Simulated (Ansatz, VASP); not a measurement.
## Hf2NF2: VASP beside Ansatz

Wanted: the spread between two codes on one cell, functional and k mesh. Of the first pair: The structure shown is the start of the Ansatz relaxation below; VASP solves that cell, so the two are compared at the walk's first step.

Method: plane waves, with VASP 6.6.1 beside it; single point at PBEsol, in Ansatz 0.2.0.

## Step 1: Set-up

The cell holds 5 atoms: 1 N, 2 Hf and 2 F. Its edges and angles: a = 3.260 Å, b = 3.260 Å, c = 33.200 Å, α = 90.0°, β = 90.0°, γ = 120.0°. Vacuum lies along c. The height across the vacuum is the one that the program set for its solve, not the one typed.

Structure file:

```
N Hf F
1.0
     3.26000    0.00000    0.00000
    -1.63000    2.82324    0.00000
     0.00000    0.00000   33.20000
N Hf F
1 2 2
Cartesian
  0.0000 0.0000 10.0000
  0.0000 1.8822 11.2000
  1.6300 0.9411 8.8000
  1.6300 0.9411 12.3500
  0.0000 1.8822 7.6500
```

## Step 2: Ansatz: relaxation, PBEsol

Ansatz runs on its default PAW (the set named soft_2) files.

The two programs are compared at the cell with which this relaxation starts, whose forces are those of its first step.

The input, input.yaml:

```yaml
crystal:
  lattice:
    - [3.26, 0.0, 0.0]
    - [-1.63, 2.82324, 0.0]
    - [0.0, 0.0, 20.0]
  atoms:
    - { symbol: "N", position: [0.0, 0.0, 0.5] }
    - { symbol: Hf, position: [0.333333, 0.666667, 0.56] }
    - { symbol: Hf, position: [0.666667, 0.333333, 0.44] }
    - { symbol: F, position: [0.666667, 0.333333, 0.6175] }
    - { symbol: F, position: [0.333333, 0.666667, 0.3825] }
  periodic: [true, true, false]
kpoints:
  mp_grid: { grid: [9, 9, 1] }
hamiltonian:
  xc: pbesol
scf:
  occupations: { method: gaussian, width: 0.1 }
output:
  forces: true
  stress: true
  eigenvalues: true
relax:
  adjacent_minimum: "off"
  f_tol: 0.05
  max_steps: 80
  cell: { stress_2d_tol: 0.02 }
```

Launch:

```bash
ansatz run input.yaml --threads 8 --pin off --max-ram 14336MiB --backend cpu --events-out ev --progress --plain --runs-dir out
```

Numbers of over 12 decimals in the logs are rounded to 6 here.

The log of the run:

```text
Warning: crystal.periodic: the lattice vector that does not repeat stood 0.000° off the slab's normal, 20.000 Å along it as the deck builds it. The run solves the slab on a vector along the normal, 33.200 Å long, with every atom where it was (on the deck's vector they left 15.30 Å outside them, and the widest stretch free of ions among them is 1.20 Å). A fractional position that the run reports is one of the run's ce [...]
[...]
basis re-selected at this cell: Δ(F+E_penalty+E_count) = +4.379e-3 eV, ΔP = -0.101 N/m vs the last step (what re-selecting the basis moved, of the pressure what is left beyond the Pulay correction that the steps carried, after the strain that the cell walked since its last selection, with what the two solves' SCF thresholds leave and, on support functions, any second-order correction that the steps lacked; it is no m [...]
Crystal: 5 atoms, lattice volume = 298.945 Å³
iter 1 solved again at ethr=7.62e-8 eV; its pass at ethr=3.10e-3 eV (dr2=5.41e-5 eV) is discarded
SCF iter   1: F=—  HF=-33181.715054 eV  |F-HF|=—  |Δ(HF+E_count)|=         —  Δρ=1.77e-4  dr2=5.34e-5  ethr=7.62e-8  ⟨swp⟩=4.8  Hψ=3103  notcnv=0
preconditioner: auto → LDOS  [metal: Δε(μ)=0.085 eV  Ē_g=18.169 eV  σ=0.100 eV  W_gap=0.40  n_scr=22 (ndim 8)  ℏωp=17.6 eV  f_vac=0.786  D(μ)=2.09/eV (n_scr^D=10)  β→1.0]
SCF iter   2: F=—  HF=-33181.715053 eV  |F-HF|=—  |Δ(HF+E_count)|=   1.67e-6  Δρ=7.71e-5  dr2=1.06e-5  ethr=7.53e-8  ⟨swp⟩=3.2  Hψ=1084  notcnv=0
SCF iter   3: F=—  HF=-33181.714863 eV  |F-HF|=—  |Δ(HF+E_count)|=   1.90e-4  Δρ=2.25e-5  dr2=1.17e-6  ethr=1.49e-8  ⟨swp⟩=3.2  Hψ=1262  notcnv=0
SCF iter   4: F=—  HF=-33181.714862 eV  |F-HF|=—  |Δ(HF+E_count)|=   4.30e-7  Δρ=7.71e-6  dr2=9.25e-8  ethr=1.65e-9  ⟨swp⟩=3.2  Hψ=1292  notcnv=0
SCF iter   5: F=-33181.714862 eV  HF=-33181.714862 eV  |F-HF|=7.84e-8  |Δ(HF+E_count)|=   1.47e-7  Δρ=1.95e-6  dr2=8.54e-9  ethr=2.27e-11  ⟨swp⟩=14.3  Hψ=4019  notcnv=0
SCF 8 converged in 5 iterations: F = -33181.714862 eV  dr2 = 8.54e-9
relax step   8: F+E_penalty+E_count = -33181.71486235 eV  Δ(F+E_penalty+E_count) = -4.983e-4 eV  max|allowed force component| = 2.416e-3 eV/Å  Δτ_max = 0.0039 Å  P = -0.012 N/m  Ω = 298.945 Å³  energy of the carried Pulay correction = +3.888e-4 eV  fix = [c, alpha, beta]  reactions: c -0.000 N/m  (5 SCF iters, dr2 threshold 1.61e-8 eV, accepted)
iter 1 solved again at ethr=4.18e-7 eV; its pass at ethr=3.10e-3 eV (dr2=2.97e-4 eV) is discarded
SCF iter   1: F=—  HF=-33181.714638 eV  |F-HF|=—  |Δ(HF+E_count)|=         —  Δρ=8.69e-6  dr2=4.56e-8  ethr=4.18e-7  ⟨swp⟩=6.3  Hψ=5478  notcnv=0
eigensolver tolerance schedule: the retry pair's looser diagonalisation over-reported the residual by 6510.47 of it (diagonalisation noise at 7.21 of the residual, at the tolerance the schedule requests for it); recorded, not acted on — ethr = c·dr2/N_el stays at c = 1.0e-1
preconditioner: auto → LDOS  [metal: Δε(μ)=0.088 eV  Ē_g=18.171 eV  σ=0.100 eV  W_gap=0.41  n_scr=22 (ndim 8)  ℏωp=17.6 eV  f_vac=0.786  D(μ)=2.09/eV (n_scr^D=10)  β→1.0]
SCF iter   2: F=—  HF=-33181.714462 eV  |F-HF|=—  |Δ(HF+E_count)|=   1.76e-4  Δρ=6.00e-6  dr2=5.28e-8  ethr=6.42e-11  ⟨swp⟩=6.8  Hψ=2602  notcnv=0
SCF iter   3: F=—  HF=-33181.714462 eV  |F-HF|=—  |Δ(HF+E_count)|=   7.84e-9  Δρ=9.47e-7  dr2=1.40e-9  ethr=6.42e-11  ⟨swp⟩=3.2  Hψ=1088  notcnv=0
SCF iter   4: F=—  HF=-33181.714462 eV  |F-HF|=—  |Δ(HF+E_count)|=   7.01e-9  Δρ=3.96e-7  dr2=3.51e-10  ethr=1.97e-12  ⟨swp⟩=3.8  Hψ=1557  notcnv=0
SCF iter   5: F=—  HF=-33181.714462 eV  |F-HF|=—  |Δ(HF+E_count)|=  9.53e-10  Δρ=1.47e-7  dr2=5.33e-11  ethr=1.00e-12  ⟨swp⟩=2.9  Hψ=1044  notcnv=0
SCF iter   6: F=—  HF=-33181.714462 eV  |F-HF|=—  |Δ(HF+E_count)|=  2.91e-10  Δρ=5.08e-8  dr2=6.73e-12  ethr=1.00e-12  ⟨swp⟩=2.0  Hψ=770  notcnv=0
SCF iter   7: F=-33181.714462 eV  HF=-33181.714462 eV  |F-HF|=2.91e-11  |Δ(HF+E_count)|=  1.16e-10  Δρ=3.24e-8  dr2=3.10e-12  ethr=1.00e-12  ⟨swp⟩=17.6  Hψ=4945  notcnv=0
SCF 9 converged in 7 iterations: F = -33181.714462 eV  dr2 = 3.10e-12
relax step   9: F+E_penalty+E_count = -33181.71446190 eV  Δ(F+E_penalty+E_count) = +4.005e-4 eV  max|allowed force component| = 2.438e-3 eV/Å  Δτ_max = 0.0000 Å  P = -0.018 N/m  Ω = 298.945 Å³  fix = [c, alpha, beta]  reactions: c -0.000 N/m  stress off target by 1.77e-2 N/m on what of the cell is left free  SCF on the basis re-selected at this cell (its energy is not comparable with the rows above)  (7 SCF iters)
basis re-selected at this cell: Δ(F+E_penalty+E_count) = +4.005e-4 eV, ΔP = -0.005 N/m vs the last step (what re-selecting the basis moved, of the pressure what is left beyond the Pulay correction that the steps carried, after the strain that the cell walked since its last selection, with what the two solves' SCF thresholds leave and, on support functions, any second-order correction that the steps lacked; it is no m [...]
SCF converged after 7 iterations
Free energy (F): -33181.714462 eV
Harris-Foulkes:  -33181.714462 eV  (|F-HF|=2.91e-11)
Internal energy: -33181.704027 eV  (E = F + TS)
E sigma→0 (E₀):  -33181.709244 eV
Entropy (-TS):   -0.010435 eV (-2.087 meV/atom)
Fermi energy:    -3.136973 eV
--- Per-component energies (eV) ---
  E_band       = -1502.207380
  E_kinetic    = 1398.141372
  E_local      = -342732.692141  (includes V_loc(G=0)·N_el)
  E_nonlocal   = -2283.992739
  E_hartree    = 170118.623955
  E_xc         = -814.090196
  E_vxc        = -813.778601  (∫ρ·V_xc dr)
  E_paw        = -14122.766303  (= ΣΔE_a)
  E_vpaw       = 2692.862271  (= ΣTr[D̂ρ^β])
  E_aug_tail   = 0.004164  (compensation charges beyond the density's cutoff)
  E_ewald      = 155252.452694
  E_core_change = 2.615167  (= ΣΔE_core)
  E_smearing   = -0.010435  (= −TS)
  E_closure    = 0.000000  (closes the sum)
  Σ components = -33181.714462   (vs F -33181.714462, Δ=0.00e0)
--- Forces (eV/Å), atoms counted from 1 ---
  atom   1  N      0.00000000    -0.00000000     0.00000000
  atom   2  Hf    -0.00000000     0.00000000     0.00087141
  atom   3  Hf     0.00000000    -0.00000000    -0.00087141
  atom   4  F      0.00000000    -0.00000000    -0.00243809
  atom   5  F      0.00000000     0.00000000     0.00243809
  max |Σ_I F_I| component: 4.22e-30 eV/Å
--- 2D stress c σ (N/m, compression-positive) ---
       -0.017685       0.000000      -0.000000
        0.000000      -0.017685      -0.000000
       -0.000000      -0.000000      -0.000000
  P = ½ c Tr σ = -0.0177 N/m
--- Band table (eV; the first three rows and the last of 12) ---
  k-point 0: bands = ["-66.2371", "-66.1496", "-35.6720", "-34.8543", "-34.7746", "-34.7746", "-34.6460", "-34.6460", "-29.4938", "-29.4047", "-20.1999", "-16.1923", "-16.1923", "-16.1796", "-16.1207", "-16.1207", "-16.1125", "-16.0915", "-16.0915", "-16.0662", "-16.0639", "-16.0500", "-16.0500", "-16.0165", "-16.0107", "-12.6595", "-11.4375", "-11.4375", "-11.3095", "-11.0434", "-11.0434", "-9.5328", "-9.0355", "-9.0355", "-3.7332", "-3.7332", "-3.1316", "-2.6861", "-2.2735", "-0.8475 (-0.8476°)", "-0.4862", "-0.4862", "-0.3400"]
  k-point 1: bands = ["-66.2304", "-66.1476", "-35.6350", "-34.9834", "-34.8064", "-34.7560", "-34.7178", "-34.6499", "-29.4587", "-29.3941", "-20.1350", "-16.1875", "-16.1849", "-16.1716", "-16.1218", "-16.1181", "-16.1066", "-16.0932", "-16.0926", "-16.0721", "-16.0602", "-16.0509", "-16.0465", "-16.0232", "-16.0200", "-12.4460", "-11.6898", "-11.3839", "-11.2394", "-11.0864", "-11.0535", "-9.4671", "-9.3230", "-9.0929", "-4.2704", "-3.4454", "-2.8452", "-2.5505", "-1.7986", "-1.3302 (-1.3302°)", "-0.6525 (-0.6525°)", "-0.5492", "0.0517"]
  k-point 2: bands = ["-66.2126", "-66.1430", "-35.5512", "-35.2267", "-34.9482", "-34.8785", "-34.7106", "-34.6679", "-29.3896", "-29.3726", "-19.9752", "-16.1730", "-16.1661", "-16.1497", "-16.1244", "-16.1136", "-16.0970", "-16.0941", "-16.0896", "-16.0802", "-16.0548", "-16.0516", "-16.0420", "-16.0414", "-16.0365", "-12.0669", "-11.6974", "-11.5467", "-11.3152", "-11.2947", "-11.0902", "-9.6573", "-9.4024", "-9.1677", "-5.1273", "-2.7915", "-2.6482", "-1.9245", "-1.3145", "-0.6657 (-0.6657°)", "-0.4968 (-0.4968°)", "-0.2315", "0.7271"]
  k-point 11: bands = ["-66.1509", "-66.1509", "-35.4387", "-35.4387", "-35.4335", "-34.9938", "-34.8343", "-34.8343", "-29.3040", "-29.3040", "-19.6165", "-16.1372", "-16.1372", "-16.1272", "-16.1048", "-16.1023", "-16.1023", "-16.0884", "-16.0884", "-16.0705", "-16.0705", "-16.0703", "-16.0325", "-16.0325", "-16.0173", "-11.8281", "-11.7794", "-11.6874", "-11.6874", "-11.1614", "-11.1614", "-9.8625", "-9.8625", "-9.2428", "-3.3711", "-3.2192", "-3.2192", "-0.7265", "0.1256", "0.1256", "1.5674", "1.5674", "2.5936"]
  ° read free of the cell's end (the report's vacuum.weakly_bound_levels)
--- Relaxed structure (7 steps of the walk, 6 accepted, 2 SCFs on fresh bases) ---
  F+E_penalty+E_count = -33181.71446190 eV   max|allowed force component| = 2.438e-3 eV/Å   (the final SCF, on the basis selected at the relaxed cell)
  cell:  # Å, volume = 298.9453 Å³
    - [3.224493, 0, 0]
    - [-1.612247, 2.792493, 0]
    - [0, 0, 33.2]
  atoms:
    - { symbol: N, position: [0, 0, 0.301205] }
    - { symbol: Hf, position: [0.333333, 0.666667, 0.335439] }
    - { symbol: Hf, position: [0.666667, 0.333333, 0.266971] }
    - { symbol: F, position: [0.666667, 0.333333, 0.375329] }
    - { symbol: F, position: [0.333333, 0.666667, 0.227081] }
```

Reading the cycles: dr2 is the Hartree energy of the density residual (eV), the measure of convergence; HF is the Harris–Foulkes estimate of the energy, which meets the free energy F at convergence.

## Step 3: VASP: single point, PBEsol, start cell, pair 1

The same cell, functional, mesh and smearing now go to VASP, with its own data sets.

Lines of VASP's logs that name or quote its potential files are left out, and so is its time.

The input, INCAR:

```
SYSTEM = Hf2NF2
PREC = Accurate
ENCUT = 520
EDIFF = 1E-06
NELM = 120
ISMEAR = 0
SIGMA = 0.1
LREAL = .FALSE.
ALGO = Normal
GGA = PS
NBANDS = 25
LASPH = .TRUE.
LORBIT = 11
LWAVE = .FALSE.
LCHARG = .FALSE.
ISIF = 2
LDIPOL = .TRUE.
IDIPOL = 3
DIPOL = 0.5 0.5 0.301
LVHAR = .TRUE.
GGA_COMPAT = .FALSE.
NELMDL = -8
KPAR = 2
```

The input, POSCAR:

```
Hf2NF2
1.0
    3.2599980000      0.0000000000      0.0000000000
   -1.6299990000      2.8232410000      0.0000000000
    0.0000000000      0.0000000000     33.2000000000
N Hf F
1 2 2
Direct
    0.0000000000      0.0000000000      0.3012048193
    0.3333333924      0.6666667847      0.3373493976
    0.6666666076      0.3333332153      0.2650602410
    0.6666666076      0.3333332153      0.3719879518
    0.3333333924      0.6666667847      0.2304216867
```

The input, KPOINTS:

```
Automatic mesh
0
Gamma
9 9 1
0 0 0
```

The projector-augmented-wave data sets are N, Hf_pv and F (PBE family, release 64).

Launch:

```bash
mpirun -np 2 vasp_std
```

The log of the run:

```text
[banner, memory and clock lines left out]
running    2 mpi-ranks, on    1 nodes
 distrk:  each k-point on    1 cores,    2 groups
 distr:  one band on    1 cores,    1 groups

 POSCAR found type information on POSCAR N HfF
 POSCAR found :  3 types and       5 ions
|                                                                             |
|               ----> ADVICE to this user running VASP <----                  |
|                                                                             |
|     You enforced a specific xc type in the INCAR file but a different       |
|     [... a line on the potential file left out ...]
|     I HOPE YOU KNOW WHAT YOU ARE DOING!                                     |
|                                                                             |

 LDA part: xc-table for (Slater+PW92), standard interpolation
 POSCAR, INCAR and KPOINTS ok, starting setup
 FFT: planning ... GRIDC
 FFT: planning ... GRID_SOFT
 FFT: planning ... GRID
 WAVECAR not read
 entering main loop
       N       E                     dE             d eps       ncg     rms          rms(c)
DAV:   1     0.307997599182E+03    0.30800E+03   -0.19021E+04   768   0.121E+03
DAV:   2    -0.116333594309E+02   -0.31963E+03   -0.31473E+03   798   0.296E+02
DAV:   3    -0.499814380018E+02   -0.38348E+02   -0.38178E+02   727   0.102E+02
DAV:   4    -0.507537302064E+02   -0.77229E+00   -0.76839E+00   807   0.162E+01
DAV:   5    -0.507697602766E+02   -0.16030E-01   -0.16014E-01   792   0.216E+00
DAV:   6    -0.507702757290E+02   -0.51545E-03   -0.51524E-03   824   0.402E-01
DAV:   7    -0.507702970131E+02   -0.21284E-04   -0.21282E-04   800   0.762E-02
DAV:   8    -0.507702980084E+02   -0.99536E-06   -0.99530E-06   800   0.171E-02    0.654E+01
DAV:   9    -0.456644217948E+02    0.51059E+01   -0.28749E+01   712   0.300E+01    0.460E+01
DAV:  10    -0.454524472655E+02    0.21197E+00   -0.26218E+00   783   0.944E+00    0.527E+00
DAV:  11    -0.453661178668E+02    0.86329E-01   -0.54263E-01   792   0.310E+00    0.170E+00
DAV:  12    -0.453560255191E+02    0.10092E-01   -0.46519E-02   824   0.129E+00    0.529E-01
DAV:  13    -0.453533263690E+02    0.26992E-02   -0.63479E-03   856   0.485E-01    0.349E-01
DAV:  14    -0.453534933777E+02   -0.16701E-03   -0.87232E-04   808   0.164E-01    0.143E-01
[...]
DAV:  20    -0.453564500589E+02   -0.24234E-03   -0.31051E-05   637   0.123E-02    0.431E-03
DAV:  21    -0.453565167572E+02   -0.66698E-04   -0.75878E-06   615   0.628E-03    0.722E-03
DAV:  22    -0.453565938745E+02   -0.77117E-04   -0.13847E-05   548   0.446E-03    0.163E-03
DAV:  23    -0.453566003442E+02   -0.64697E-05   -0.44402E-07   581   0.229E-03    0.613E-04
DAV:  24    -0.453566131778E+02   -0.12834E-04   -0.11769E-06   476   0.154E-03    0.175E-03
DAV:  25    -0.453566150516E+02   -0.18738E-05   -0.88383E-08   521   0.759E-04    0.162E-04
DAV:  26    -0.453566160549E+02   -0.10033E-05   -0.43627E-08   465   0.431E-04    0.209E-04
DAV:  27    -0.453566163361E+02   -0.28116E-06   -0.14501E-08   470   0.249E-04
   1 F= -.45356616E+02 E0= -.45350062E+02  d E =-.131083E-01
```

From OUTCAR (step 3):

```text
ion  position               nearest neighbor table
   1  0.000  0.000  0.301-   3 2.23   2 2.23   3 2.23   2 2.23   3 2.23   2 2.23
   2  0.333  0.667  0.337-   4 2.21   4 2.21   4 2.21   1 2.23   1 2.23   1 2.23   3 3.05   3 3.05
                             3 3.05
   3  0.667  0.333  0.265-   5 2.21   5 2.21   5 2.21   1 2.23   1 2.23   1 2.23   2 3.05   2 3.05
                             2 3.05
   4  0.667  0.333  0.372-   2 2.21   2 2.21   2 2.21
   5  0.333  0.667  0.230-   3 2.21   3 2.21   3 2.21

  LATTYP: Found a hexagonal cell.
 ALAT       =     3.2599980000
 C/A-ratio  =    10.1840553276

 Subroutine GETGRP returns: Found 12 space group operations
 (whereof  6 operations were pure point group operations)

The static configuration has the point symmetry C_3v.
 The point group associated with its full space group is D_3d.

 Found     12 irreducible k-points:

   k-points           NKPTS =     12   k-points in BZ     NKDIM =     12   number of bands    NBANDS=     25

   dimension x,y,z NGX =    24 NGY =   24 NGZ =  250
   dimension x,y,z NGXF=    48 NGYF=   48 NGZF=  500

   ENCUT  =  520.0 eV  38.22 Ry    6.18 a.u.   6.06  6.06 61.73*2*pi/ulx,y,z

   NELECT =      39.0000    total number of electrons

 k-points in reciprocal lattice and weights: Automatic mesh
   0.00000000  0.00000000  0.00000000       0.012
   0.11111111  0.00000000  0.00000000       0.074
   0.22222222  0.00000000  0.00000000       0.074
   0.33333333  0.00000000  0.00000000       0.074
   0.44444444  0.00000000  0.00000000       0.074
   0.11111111  0.11111111  0.00000000       0.074
   0.22222222  0.11111111  0.00000000       0.148
   0.33333333  0.11111111  0.00000000       0.148
   0.44444444  0.11111111  0.00000000       0.074
   0.22222222  0.22222222  0.00000000       0.074
   0.33333333  0.22222222  0.00000000       0.148
   0.33333333  0.33333333  0.00000000       0.025

 dipolmoment           0.000000      0.000000     -0.000000 electrons x Angstroem

 average (electrostatic) potential at core
       1 -71.0467       2 -43.7185       3 -43.7185       4 -83.8691       5 -83.8691

 E-fermi :  -0.2600

 k-point     1 :       0.0000    0.0000    0.0000
  band No.  band energies     occupation
    ...
     17      -5.9018      2.00000
     18      -5.9018      2.00000
     19      -0.8415      2.00000
     20      -0.8415      2.00000
     21      -0.7797      2.00000
     22      -0.1001      0.02371
     23       0.0398      0.00002
     24       1.5227      0.00000
     25       1.6173      0.00000

 k-point     2 :       0.1111    0.0000    0.0000
  band No.  band energies     occupation
    ...
     17      -6.2550      2.00000
     18      -5.9680      2.00000
     19      -1.2934      2.00000
     20      -0.5513      1.99996
     21      -0.3148      1.56135
     22      -0.1995      0.39193
     23       0.3058      0.00000
     24       1.5961      0.00000
     25       1.8392      0.00000

 k-point     3 :       0.2222    0.0000    0.0000
  band No.  band energies     occupation
    ...
     15      -9.4277      2.00000
     16      -6.7965      2.00000
     17      -6.5046      2.00000
     18      -6.0723      2.00000
     19      -2.0924      2.00000
     20      -0.1133      0.03795
     21       0.2346      0.00000
     22       0.4700      0.00000
     23       0.8876      0.00000
     24       1.7556      0.00000
    ...

  Total       -1.4351622     -1.4351621     -0.6691718      0.0000000      0.0000000      0.0000000
  in kB       -7.5250293     -7.5250289     -3.5086890      0.0000000      0.0000000      0.0000000
  external PRESSURE =      -6.1862491 kB  Pullay stress =       0.0000000 kB

  energy-cutoff  :      520.00
  volume of cell :      305.56
      direct lattice vectors                 reciprocal lattice vectors
     3.259998000  0.000000000  0.000000000     0.306748654  0.177101424  0.000000000
    -1.629999000  2.823241000  0.000000000     0.000000000  0.354202847  0.000000000
     0.000000000  0.000000000 33.200000000     0.000000000  0.000000000  0.030120482

 POSITION                                       TOTAL-FORCE (eV/Angst)
 -----------------------------------------------------------------------------------
      0.00000      0.00000     10.00000         0.000000     -0.000000      0.000000
      0.00000      1.88216     11.20000         0.000000     -0.000000     -2.875770
      1.63000      0.94108      8.80000         0.000000      0.000000      2.875770
      1.63000      0.94108     12.35000         0.000000     -0.000000      1.350213
      0.00000      1.88216      7.65000        -0.000000      0.000000     -1.350213
 -----------------------------------------------------------------------------------
    total drift:                               -0.000000     -0.000000     -0.000068

  FREE ENERGIE OF THE ION-ELECTRON SYSTEM (eV)
  ---------------------------------------------------
  free  energy   TOTEN  =       -45.3566163361 eV

  energy  without entropy=      -45.3435080220  energy(sigma->0) =      -45.35006218

 vacuum level on the upper side and lower side of the slab         1.910         1.910

 total charge
# of ion       s       p       d       tot
------------------------------------------
    1        1.228   2.476   0.000   3.704
    2        0.263   6.441   1.832   8.536
    3        0.263   6.441   1.832   8.536
    4        1.735   4.369   0.000   6.104
    5        1.735   4.369   0.000   6.104
--------------------------------------------------
tot          5.225  24.095   3.663  32.983

[... 3 further parts left out ...]
```

This run has no spin polarisation. Its electron count is odd, so without a moment it is a metal by construction.

[end of part 1 of 2]

[Lines on the potential files, build, host, timing and source positions are cut from VASP's logs without a mark.]

[Logs are printed without paths, hosts, clocks, repeated set-up lines and the standing remarks that a program may print on its own settings, such as how far it seeks lower states.]

[Hosts, paths, dates, database ids (printed as entryN), source tags and the programs' standing remarks are cut or masked in the printed files.]
